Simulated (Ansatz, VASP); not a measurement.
## TlBi2: VASP beside Ansatz

One calculation is typed for both programs; each brings its own data sets. How far apart do they land? The cell is taken from a series of runs on this material, whose earlier steps may have relaxed, scaled, displaced or heated it; both programs get it as it stands.

Main program and level: Ansatz 0.2.0; plane waves, with VASP 6.6.1 beside it; relaxation of cell and atoms at PBEsol.

## (1) The structure

Symmetry: P6/mmm, No. 191, hexagonal system. Conventional cell: a = 5.622 Å, b = 5.622 Å, c = 3.348 Å, α = 90.00°, β = 90.00°, γ = 120.00°. Nearest to Tl lie 2 Tl at 3.35 Å and 12 Bi at 3.65 Å. Bi has 5 Bi at 3.25 to 3.35 Å and 6 Tl at 3.65 Å nearest. Farther neighbours are not listed.

Coordinates:

```cif
data_structure
_symmetry_space_group_name_H-M 'P 1'
_symmetry_Int_Tables_number 1
_cell_length_a 5.6220
_cell_length_b 5.6220
_cell_length_c 3.3477
_cell_angle_alpha 90.000
_cell_angle_beta 90.000
_cell_angle_gamma 120.000
_cell_volume 91.63
loop_
_atom_site_label
_atom_site_type_symbol
_atom_site_fract_x
_atom_site_fract_y
_atom_site_fract_z
_atom_site_occupancy
Tl1 Tl 0.00000 0.00000 0.00000 1
Bi2 Bi 0.66667 0.33333 0.50000 1
Bi3 Bi 0.33333 0.66667 0.50000 1
```

## (2) Ansatz: relaxation of cell and atoms, PBEsol

Ansatz runs on its default PAW (the set named soft_2) files.

The relaxed volume is the usual yardstick between codes: in a stiff, nearly cubic crystal its relative difference is about their pressure difference at one cell divided by the bulk modulus.

input.yaml reads:

```yaml
crystal:
  lattice:
    - [5.6219571141, 0.0, 0.0]
    - [-2.810978557, 4.8687576798, 0.0]
    - [0.0, 0.0, 3.3476980765]
  atoms:
    - { symbol: Tl, position: [0.0, 0.0, 0.0] }
    - { symbol: Bi, position: [0.6666666667, 0.3333333333, 0.5] }
    - { symbol: Bi, position: [0.3333333333, 0.6666666667, 0.5] }
kpoints:
  mp_grid: { grid: [6, 6, 8] }
hamiltonian:
  xc: pbesol
scf:
  occupations: { method: methfessel_paxton, width: 0.2 }
output:
  forces: true
  stress: true
  eigenvalues: true
relax:
  adjacent_minimum: "off"
  f_tol: 0.001
  max_steps: 60
  cell: { stress_tol: 0.01 }
```

Launch:

```
$ ansatz run input.yaml --threads 4 --pin off --max-ram 8192MiB --backend cpu --events-out ev --progress --plain --runs-dir out
```

Numbers of over 12 decimals in the logs are rounded to 6 here.

The log of the run:

```text
Engine: ansatz 0.2.0, aarch64-unknown-linux-gnu
Pseudopotentials: kind: paw
Pseudopotential: Tl, paw, valence charge 13, recommended cutoff 420 eV (normal), Tl.paw.azcp
Pseudopotential: Bi, paw, valence charge 15, recommended cutoff 420 eV (normal), Bi.paw.azcp
Functional definition: PBEsol
  exchange = pbesol_x
  correlation = pbesol_c
Crystal: 3 atoms, lattice volume = 91.633 Å³
Basis set: ecut = 420 eV, 1823 PW (Γ), exchange–correlation on 80×80×48 points (8 copies of the dense FFT grid, shifted against one another)
Bands: 26, of which v1, the nominal top of the filled ones, is band 22 counted from 1 (21 counted from 0)
Symmetry: 24 space group operations
Space group: P6/mmm (ITA 191), of the structure as read, at distance tolerance 4.5e-5 Å
k-points: 35 of 288
Non-local potential: Tl, projectors of the file, l = 0: 2, l = 1: 2, l = 2: 2, l = 3: 1
Non-local potential: Bi, projectors of the file, l = 0: 2, l = 1: 2, l = 2: 2, l = 3: 2
PAW form: soft (Blöchl's): semilocal exchange-correlation on the pseudo side does not see the compensation charge
PAW frozen core: Tl, regenerated for the run's functional, and the local potential with it (the file was generated under x = pbe(κ = 0.804, μ = 0.219515), c = pbe(β = 0.066725))
PAW frozen core: Bi, regenerated for the run's functional, and the local potential with it (the file was generated under x = pbe(κ = 0.804, μ = 0.219515), c = pbe(β = 0.066725))
PAW one-centre angular grid: Tl, 590 points (default); XC on 64 Gauss nodes
PAW one-centre angular grid: Bi, 590 points (default); XC on 64 Gauss nodes
Initial density: superposition of atomic densities (neutral atoms: chi_scale 0, normalization atom), corrected by the library's trained network
Initial wavefunctions: pseudopotential atomic-orbital guess
Functional: x = pbesol(κ = 0.804, μ = 0.123457), c = pbesol(β = 0.046)
SCF iter   1: F=—  HF=-35779.767406 eV  |F-HF|=—  |Δ(HF+E_count)|=         —  Δρ=2.11e-3  dr2=5.02e-3  ethr=1.77e-3  ⟨swp⟩=5.8  Hψ=4039  notcnv=0
preconditioner: auto → Kerker (q_TF=auto, 2.405 Å⁻¹)  [metal: Δε(μ)=0.046 eV  Ē_g=17.459 eV  σ=0.200 eV  W_gap=0.19  n_scr=26 (ndim 8)  ℏωp=25.4 eV  f_vac=0.000  D(μ)=1.73/eV (n_scr^D=6)]
SCF iter   2: F=—  HF=-35779.764321 eV  |F-HF|=—  |Δ(HF+E_count)|=   3.09e-3  S|Δr|=    0.00e0  Δρ=1.12e-3  dr2=1.43e-3  ethr=1.17e-5  ⟨swp⟩=2.7  Hψ=1941  notcnv=0
SCF iter   3: F=—  HF=-35779.763922 eV  |F-HF|=—  |Δ(HF+E_count)|=   3.99e-4  S|Δr|=    0.00e0  Δρ=3.13e-4  dr2=9.10e-5  ethr=3.33e-6  ⟨swp⟩=2.2  Hψ=1642  notcnv=0
SCF iter   4: F=—  HF=-35779.763926 eV  |F-HF|=—  |Δ(HF+E_count)|=   4.04e-6  S|Δr|=    0.00e0  Δρ=1.24e-4  dr2=1.86e-5  ethr=2.12e-7  ⟨swp⟩=2.6  Hψ=1710  notcnv=0
SCF iter   5: F=—  HF=-35779.763924 eV  |F-HF|=—  |Δ(HF+E_count)|=   2.10e-6  S|Δr|=    0.00e0  Δρ=2.36e-5  dr2=7.06e-7  ethr=4.33e-8  ⟨swp⟩=2.5  Hψ=1294  notcnv=0
SCF iter   6: F=-35779.763924 eV  HF=-35779.763924 eV  |F-HF|=7.43e-9  |Δ(HF+E_count)|=   2.02e-8  S|Δr|=    0.00e0  Δρ=3.68e-6  dr2=1.80e-8  ethr=2.33e-10  ⟨swp⟩=7.3  Hψ=4682  notcnv=0
SCF 1 converged in 6 iterations: F = -35779.763924 eV  dr2 = 1.80e-8
  greatest PAW one-centre occupation: 0.988 electrons in one spin orbital (limit 2), on the Bi atom at site 2 (counted from 0), in its partial waves of l = 2
relax step   1: F+E_penalty+E_count = -35779.76392390 eV  Δ(F+E_penalty+E_count) = +0.000e0 eV  max|allowed force component| = 2.220e-16 eV/Å  Δτ_max = 0.0000 Å  P = +0.015 GPa  Ω = 91.633 Å³  (6 SCF iters, dr2 threshold 1.00e-7 eV, accepted)
[...]
relax step   2: F+E_penalty+E_count = -35779.76394849 eV  Δ(F+E_penalty+E_count) = -2.459e-5 eV  max|allowed force component| = 3.022e-16 eV/Å  Δτ_max = 0.0000 Å  P = +0.002 GPa  Ω = 91.665 Å³  energy of the carried Pulay correction = -6.575e-6 eV  (3 SCF iters, dr2 threshold 6.96e-9 eV, accepted)
[...]
relax step   3: F+E_penalty+E_count = -35779.76394909 eV  Δ(F+E_penalty+E_count) = -5.994e-7 eV  max|allowed force component| = 1.357e-16 eV/Å  Δτ_max = 0.0000 Å  P = +0.001 GPa  Ω = 91.669 Å³  energy of the carried Pulay correction = -7.469e-6 eV  (3 SCF iters, dr2 threshold 4.08e-10 eV, accepted)
[...]
relax step   4: F+E_penalty+E_count = -35779.76395881 eV  Δ(F+E_penalty+E_count) = -9.723e-6 eV  max|allowed force component| = 1.912e-16 eV/Å  Δτ_max = 0.0000 Å  P = +0.001 GPa  Ω = 91.669 Å³  stress off target by 9.70e-4 GPa  SCF on the basis re-selected at this cell (its energy is not comparable with the rows above)  (5 SCF iters)
basis re-selected at this cell: Δ(F+E_penalty+E_count) = -9.723e-6 eV, ΔP = -0.000 GPa vs the last step (what re-selecting the basis moved, of the pressure what is left beyond the Pulay correction that the steps carried, after the strain that the cell walked since its last selection, with what the two solves' SCF thresholds leave and, on support functions, any second-order correction that the steps lacked; it is no m [...]
SCF converged after 5 iterations
Stability not checked: this state was not tested for a lower state beside it, because cold or Methfessel-Paxton smearing, or corrected tetrahedra, fill the levels in a way that the test cannot read (fill_not_monotonic; see scf.lower_state_search)
Free energy (F): -35779.763959 eV
Harris-Foulkes:  -35779.763959 eV  (|F-HF|=7.28e-12)
Internal energy: -35779.761990 eV  (E = F + TS)
E sigma→0 (E₀):  -35779.763467 eV
Entropy (-TS):   -0.001969 eV (-0.656 meV/atom)
Fermi energy:    11.235987 eV
Step filling:    the computed levels leave a gap of 0.0296 eV = 0.1 smearing widths at the electron count; against every level under it full and every level over it empty, smearing changes F+E_penalty+E_count by -1.018 meV and its σ→0 estimate by -0.525 meV
--- Per-component energies (eV) ---
  E_band       = -166.720583
  E_kinetic    = 938.772386
  E_local      = -3722.910043  (includes V_loc(G=0)·N_el)
  E_nonlocal   = 1442.558678
  E_hartree    = 1226.479219
  E_xc         = -530.111802
  E_vxc        = -431.417404  (∫ρ·V_xc dr)
  E_paw        = -31035.547468  (= ΣΔE_a)
  E_vpaw       = -846.681744  (= ΣTr[D̂ρ^β])
  E_aug_tail   = -0.000880  (compensation charges beyond the density's cutoff)
  E_ewald      = -4099.219849
  E_core_change = 0.217769  (= ΣΔE_core)
  E_smearing   = -0.001969  (= −TS)
  E_closure    = 0.000000  (closes the sum)
  Σ components = -35779.763959   (vs F -35779.763959, Δ=0.00e0)
--- Forces (eV/Å), atoms counted from 1 ---
  atom   1  Tl    -0.00000000    -0.00000000     0.00000000
  atom   2  Bi    -0.00000000    -0.00000000    -0.00000000
  atom   3  Bi     0.00000000     0.00000000     0.00000000
  max |Σ_I F_I| component: 3.70e-17 eV/Å
--- Stress (GPa, compression-positive) ---
        0.000698       0.000000      -0.000000
        0.000000       0.000698      -0.000000
       -0.000000      -0.000000       0.000970
  P = ⅓ Tr σ = 0.0008 GPa (0.008 kbar)
--- Band table (eV; the first three rows and the last of 35) ---
  k-point 0: bands = [... 18 lower, 7.7782, 7.7782, 9.0611, 9.0611, 13.3668, 16.7475, 17.7215, 17.9126]
  k-point 1: bands = [... 18 lower, 7.9477, 7.9477, 9.3208, 9.3208, 11.6568, 14.9715, 17.7191, 17.7191]
  k-point 2: bands = [... 18 lower, 8.4107, 8.4107, 9.4148, 10.0732, 10.0732, 12.2563, 14.9758, 16.5283]
  k-point 34: bands = [... 18 lower, 7.2208, 7.2455, 7.2455, 11.6763, 11.6763, 12.3736, 14.3099, 14.3099]
--- Relaxed structure (3 steps of the walk, 3 accepted, 1 SCFs on fresh bases) ---
  F+E_penalty+E_count = -35779.76395881 eV   max|allowed force component| = 1.912e-16 eV/Å   (the final SCF, on the basis selected at the relaxed cell)
  cell:  # Å, volume = 91.6693 Å³
    - [5.625686, -2.8886657664474864e-11, 0.0]
    - [-2.812843, 4.871987, 0.0]
    - [0.0, 0.0, 3.344583]
  atoms:
    - { symbol: Tl, position: [0, 0, 0.0] }
    - { symbol: Bi, position: [0.666667, 0.333333, 0.500000] }
    - { symbol: Bi, position: [0.333333, 0.666667, 0.500000] }
```

## (3) VASP: relaxation of cell and atoms, PBEsol

The same cell, functional, mesh and smearing now go to VASP, with its own data sets.

Lines of VASP's logs that name or quote its potential files are left out, and so is its time.

INCAR reads:

```
SYSTEM = TlBi2
PREC = Accurate
ENCUT = 500
EDIFF = 1E-07
NELM = 120
ISMEAR = 1
SIGMA = 0.2
LREAL = .FALSE.
ALGO = Normal
GGA = PS
NBANDS = 27
LORBIT = 11
LWAVE = .FALSE.
LCHARG = .FALSE.
ISIF = 3
IBRION = 2
NSW = 80
EDIFFG = -0.005
LASPH = .TRUE.
GGA_COMPAT = .FALSE.
NELMIN = 4
```

POSCAR reads:

```
TlBi2
1.0
    5.6219570000      0.0000000000      0.0000000000
   -2.8109790000      4.8687580000      0.0000000000
    0.0000000000      0.0000000000      3.3476980000
Tl Bi
1 2
Direct
    0.0000000000      0.0000000000      0.0000000000
    0.6666667510      0.3333332649      0.5000000000
    0.3333333242      0.6666665297      0.5000000000
```

KPOINTS reads:

```
Automatic mesh
0
Gamma
6 6 8
0 0 0
```

Potentials, in the order of the species: Tl_d and Bi_d (PBE family, release 64).

Launch:

```
$ mpirun -np 1 vasp_std
```

The log of the run:

```text
[banner, memory and clock lines left out]
running    1 mpi-ranks, on    1 nodes
 distrk:  each k-point on    1 cores,    1 groups
 distr:  one band on    1 cores,    1 groups

 POSCAR found type information on POSCAR TlBi
 POSCAR found :  2 types and       3 ions
|                                                                             |
|               ----> ADVICE to this user running VASP <----                  |
|                                                                             |
|     You enforced a specific xc type in the INCAR file but a different       |
|     [... a line on the potential file left out ...]
|     I HOPE YOU KNOW WHAT YOU ARE DOING!                                     |
|                                                                             |

 LDA part: xc-table for (Slater+PW92), standard interpolation
 POSCAR, INCAR and KPOINTS ok, starting setup
 FFT: planning ... GRIDC
 FFT: planning ... GRID_SOFT
 FFT: planning ... GRID
 WAVECAR not read
 entering main loop
       N       E                     dE             d eps       ncg     rms          rms(c)
DAV:   1     0.417422441409E+03    0.41742E+03   -0.22036E+04  1890   0.176E+03
DAV:   2     0.246054264020E+02   -0.39282E+03   -0.38687E+03  1901   0.476E+02
DAV:   3    -0.100713900387E+02   -0.34677E+02   -0.34085E+02  2264   0.155E+02
DAV:   4    -0.113133199881E+02   -0.12419E+01   -0.12343E+01  2116   0.294E+01
DAV:   5    -0.113656695568E+02   -0.52350E-01   -0.52342E-01  2543   0.580E+00    0.233E+00
DAV:   6    -0.113300874484E+02    0.35582E-01   -0.81307E-02  2111   0.256E+00    0.161E+00
DAV:   7    -0.113228489189E+02    0.72385E-02   -0.36143E-02  2105   0.180E+00    0.554E-01
DAV:   8    -0.113224074083E+02    0.44151E-03   -0.34623E-03  2135   0.482E-01    0.355E-02
DAV:   9    -0.113224146436E+02   -0.72353E-05   -0.18868E-04  2416   0.856E-02    0.171E-02
DAV:  10    -0.113224159593E+02   -0.13157E-05   -0.29240E-05  2301   0.597E-02    0.505E-03
DAV:  11    -0.113224152047E+02    0.75453E-06   -0.20393E-06  2248   0.152E-02    0.254E-03
DAV:  12    -0.113224147376E+02    0.46710E-06   -0.90103E-07  2128   0.882E-03    0.995E-04
DAV:  13    -0.113224147867E+02   -0.49070E-07   -0.46826E-08   984   0.192E-03
   1 F= -.11322415E+02 E0= -.11321874E+02  d E =-.113224E+02
[...]
2 F= -.11322450E+02 E0= -.11321838E+02  d E =-.347800E-04
[...]
3 F= -.11322450E+02 E0= -.11321832E+02  d E =-.352814E-04
 curvature:  -0.55 expect dE=-0.519E-05 dE for cont linesearch -0.194E-07
 trial: gam= 0.12884 g(F)=  0.519E-43 g(S)=  0.940E-05 ort = 0.147E-05 (trialstep = 0.102E+01)
 search vector abs. value=  0.108E-04
 bond charge predicted
       N       E                     dE             d eps       ncg     rms          rms(c)
DAV:   1    -0.113225866004E+02   -0.13656E-03   -0.39709E-03  2235   0.642E-01    0.578E-02
DAV:   2    -0.113224849836E+02    0.10162E-03   -0.21209E-04  2230   0.174E-01    0.264E-02
DAV:   3    -0.113224572033E+02    0.27780E-04   -0.85188E-05  2296   0.104E-01    0.101E-02
DAV:   4    -0.113224557162E+02    0.14871E-05   -0.87268E-06  2004   0.236E-02    0.181E-03
DAV:   5    -0.113224555379E+02    0.17838E-06   -0.93978E-07  2363   0.910E-03    0.111E-03
DAV:   6    -0.113224554724E+02    0.65458E-07   -0.72066E-08   995   0.296E-03
   4 F= -.11322455E+02 E0= -.11321801E+02  d E =-.540426E-05
 trial-energy change:   -0.000005  1 .order   -0.000005   -0.000010   -0.000001
 step:   1.0940(harm=  1.0940)  dis= 0.00000  next Energy=   -11.322455 (dE=-0.524E-05)
 reached required accuracy - stopping structural energy minimisation
```

OUTCAR, selected parts (step 3):

```text
ion  position               nearest neighbor table
   1  0.000  0.000  0.000-   2 3.65   2 3.65   3 3.65   3 3.65   3 3.65   3 3.65   2 3.65   2 3.65
                             2 3.65   2 3.65   3 3.65   3 3.65
   2  0.667  0.333  0.500-   3 3.25   3 3.25   3 3.25   1 3.65   1 3.65   1 3.65   1 3.65   1 3.65
                             1 3.65
   3  0.333  0.667  0.500-   2 3.25   2 3.25   2 3.25   1 3.65   1 3.65   1 3.65   1 3.65   1 3.65
                             1 3.65

  LATTYP: Found a hexagonal cell.
 ALAT       =     5.6219570000
 C/A-ratio  =     0.5954684463

 Subroutine GETGRP returns: Found 24 space group operations
 (whereof 24 operations were pure point group operations)

The static configuration has the point symmetry D_6h.

 Found     35 irreducible k-points:

   k-points           NKPTS =     35   k-points in BZ     NKDIM =     35   number of bands    NBANDS=     27

   dimension x,y,z NGX =    42 NGY =   42 NGZ =   24
   dimension x,y,z NGXF=    84 NGYF=   84 NGZF=   48

   ENCUT  =  500.0 eV  36.75 Ry    6.06 a.u.  10.25 10.25  6.10*2*pi/ulx,y,z

   NELECT =      43.0000    total number of electrons

 k-points in reciprocal lattice and weights: Automatic mesh
   0.00000000  0.00000000  0.00000000       0.003
   0.16666667 -0.00000000  0.00000000       0.021
   0.33333333  0.00000000  0.00000000       0.021
   0.50000000  0.00000000  0.00000000       0.010
   0.16666667  0.16666667  0.00000000       0.021
   0.33333333  0.16666667  0.00000000       0.042
   0.33333333  0.33333333  0.00000000       0.007
   0.00000000  0.00000000  0.12500000       0.007
   0.16666667 -0.00000000  0.12500000       0.042
[...]
0.33333333  0.16666667  0.50000000       0.042
   0.33333333  0.33333333  0.50000000       0.007

 average (electrostatic) potential at core
       1 -82.0961       2-103.4697       3-103.4697

 E-fermi :   7.4480

 k-point     1 :       0.0000    0.0000    0.0000
  band No.  band energies     occupation
    ...
     18       1.2296      2.00000
     19       3.9896      2.00000
     20       3.9896      2.00000
     21       5.2728      2.00000
     22       5.2728      2.00000
     23       9.5805     -0.00000
     24      12.9643      0.00000
     25      13.9426      0.00000
     26      14.1315      0.00000
     27      14.1315      0.00000

 k-point     2 :       0.1667   -0.0000    0.0000
  band No.  band energies     occupation
    ...
     18       0.8480      2.00000
     19       3.4222      2.00000
     20       4.0289      2.00000
     21       6.1771      2.00000
     22       6.6075      2.00000
     23       9.7632     -0.00000
     24      12.3678      0.00000
     25      12.6783      0.00000
     26      13.5005      0.00000
     27      14.0780      0.00000

 k-point     3 :       0.3333    0.0000    0.0000
  band No.  band energies     occupation
    ...
     16      -3.9907      2.00000
     17      -3.3111      2.00000
     18       0.2040      2.00000
     19       2.8329      2.00000
     20       5.1369      2.00000
     21       7.7618     -0.04903
     22       8.6452     -0.00000
     23       9.9703     -0.00000
     24      10.2619     -0.00000
     25      11.8106      0.00000
    ...

  Total        0.0007219      0.0007219     -0.0016636     -0.0000000      0.0000000      0.0000000
  in kB        0.0126302      0.0126302     -0.0291072     -0.0000000      0.0000000      0.0000000
  external PRESSURE =      -0.0012823 kB  Pullay stress =       0.0000000 kB

  energy-cutoff  :      500.00
  volume of cell :       91.57
      direct lattice vectors                 reciprocal lattice vectors
     5.623585509 -0.000000000  0.000000000     0.177822494  0.102665874  0.000000000
    -2.811793255  4.870168331 -0.000000000     0.000000000  0.205331712  0.000000000
    -0.000000000 -0.000000000  3.343521446    -0.000000000 -0.000000000  0.299085864

 POSITION                                       TOTAL-FORCE (eV/Angst)
 -----------------------------------------------------------------------------------
      5.62359     -0.00000      3.34352        -0.000000      0.000000     -0.000000
      2.81179      1.62339      1.67176         0.000000      0.000000     -0.000000
      0.00000      3.24678      1.67176        -0.000000     -0.000000      0.000000
 -----------------------------------------------------------------------------------
    total drift:                               -0.000951      0.000951      0.000000

  FREE ENERGIE OF THE ION-ELECTRON SYSTEM (eV)
  ---------------------------------------------------
  free  energy   TOTEN  =       -11.3224554724 eV

  energy  without entropy=      -11.3204905634  energy(sigma->0) =      -11.32180050

 reached required accuracy - stopping structural energy minimisation

 total charge
# of ion       s       p       d       tot
------------------------------------------
    1        1.210   0.335   9.644  11.189
    2        1.540   1.309   9.916  12.765
    3        1.540   1.309   9.916  12.765
--------------------------------------------------
tot          4.291   2.953  29.476  36.719

[... 3 further parts left out ...]
```

CONTCAR:

```
TlBi2
   1.00000000000000
     5.6235855093998310   -0.0000000001672449    0.0000000000000000
    -2.8117932549895883    4.8701683309583119   -0.0000000000000000
    -0.0000000000000000   -0.0000000000000000    3.3435214455613189
  Tl              Bi
     1     2
Direct
     1.0000000000000000    0.0000000000000000    1.0000000000000000
     0.6666667510000011    0.3333332648999985    0.5000000000000000
     0.3333333241999981    0.6666665297000023    0.5000000000000000
```

## (4) Side by side

Known differences besides the potentials themselves: the cutoff is 420 eV in Ansatz and 500 eV in VASP; Ansatz makes its cores anew for this functional, VASP keeps those of its PBE data sets; Ansatz adds a Pulay correction to the stress that steers its cell, VASP none. Total energies have different zeros and are not compared.

Both answers:

```csv
quantity,Ansatz,VASP,difference
volume (Å³),91.67,91.57,+0.11 %
"edge a after relaxation, in the typed setting (Å)",5.626,5.624,+0.04 %
"edge c after relaxation, in the typed setting (Å)",3.345,3.344,+0.03 %
```

## (5) Outcome

```
difference in volume (relaxation of cell and atoms, PBEsol) : 0.11 %
```

What this shows: The difference in volume is 0.11 % (relaxation of cell and atoms, PBEsol), within the 1.2 % picked in this series as the mark of a large difference, as far as the stopping tolerances let one tell. Such differences can come from data sets, numerical settings and the points named under the comparisons, not from the functional's error against experiment.

[Lines on the potential files, build, host, timing and source positions are cut from VASP's logs without a mark.]

[Logs are printed without paths, hosts, clocks, repeated set-up lines and the standing remarks that a program may print on its own settings, such as how far it seeks lower states.]

[Hosts, paths, dates, database ids (printed as entryN), source tags and the programs' standing remarks are cut or masked in the printed files.]
